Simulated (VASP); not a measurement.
```xyz
2
Lattice="0.0000 2.3797 2.3797 2.3797 0.0000 2.3797 2.3797 2.3797 0.0000" Properties=species:S:1:pos:R:3 pbc="T T T"
Cd     0.0000     0.0000     0.0000
O      2.3797     2.3797     2.3797
```

All values below come from optB88-vdW, VASP's PBE PAW potentials (set 64) (plane waves; VASP 6.6.1). Numerical set-up: 520 eV cut-off, Gaussian smearing of 0.050 eV, potentials Cd O.

**Question.** Predict the band gap (along the path) with the smallest direct gap where there is one.

**Answer.** 
```json
{
 "band gap (along the path)": "none (metal, semimetal or under 0.01 eV)"
}
```

Only differences to runs with the same potentials and settings are physical.

The compound is CdO in the rock salt structure. It was relaxed first.
